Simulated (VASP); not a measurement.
A convergence study with VASP on Ba (bcc): a few settings are varied, all else stays as given below, so the limit is that of these other settings. The cell's lengths are 1 % over those of the tabulated start, so it is off equilibrium.

```
CELL_PARAMETERS angstrom
     -2.53510     2.53510     2.53510
      2.53510    -2.53510     2.53510
      2.53510     2.53510    -2.53510
ATOMIC_POSITIONS crystal
  Ba 0.00000 0.00000 0.00000
```

Method: PBE GGA, VASP's PBE PAW potentials (set 64) (plane waves; VASP 6.6.1). The last row used: ADDGRID = .TRUE., 500 eV cut-off, 11×11×11 Γ-centred mesh, first-order Methfessel-Paxton smearing of 0.10 eV, potentials Ba_sv.

```csv
setting,E (eV/atom),pressure (GPa),plane waves
"ADDGRID = unset, ENCUT = 200, PREC = Low",___,-0.30,429
"ADDGRID = unset, ENCUT = 200, PREC = Normal",___,-0.30,429
"ADDGRID = .TRUE., ENCUT = 200, PREC = Normal",-1.9141,-0.30,429
"ADDGRID = .TRUE., ENCUT = 200, PREC = Accurate",-1.9141,-0.30,429
"ADDGRID = unset, ENCUT = 300, PREC = Low",-1.9111,-0.24,780
"ADDGRID = unset, ENCUT = 300, PREC = Normal",-1.9092,-0.25,780
"ADDGRID = .TRUE., ENCUT = 300, PREC = Normal",-1.9092,-0.24,780
"ADDGRID = .TRUE., ENCUT = 300, PREC = Accurate",-1.9092,-0.24,780
"ADDGRID = unset, ENCUT = 400, PREC = Low",-1.9087,-0.23,1207
"ADDGRID = unset, ENCUT = 400, PREC = Normal",-1.9089,-0.24,1207
"ADDGRID = .TRUE., ENCUT = 400, PREC = Normal",-1.9090,-0.24,1207
"ADDGRID = .TRUE., ENCUT = 400, PREC = Accurate",-1.9089,-0.24,1207
"ADDGRID = unset, ENCUT = 500, PREC = Low",-1.9087,-0.22,1674
"ADDGRID = unset, ENCUT = 500, PREC = Normal",-1.9090,-0.23,1674
"ADDGRID = .TRUE., ENCUT = 500, PREC = Normal",-1.9090,-0.23,1674
"ADDGRID = .TRUE., ENCUT = 500, PREC = Accurate",-1.9090,-0.23,1674
```

Question: Complete the blanks.

Answer: 
- ADDGRID = unset, ENCUT = 200, PREC = Low, E (eV/atom): -1.9160
- ADDGRID = unset, ENCUT = 200, PREC = Normal, E (eV/atom): -1.9142

Left out are rungs that failed or repeat a setting and relaxations that didn't move; long series are thinned to 24 rows.

The compound is Ba in the bcc structure. The cell was not relaxed at this level.
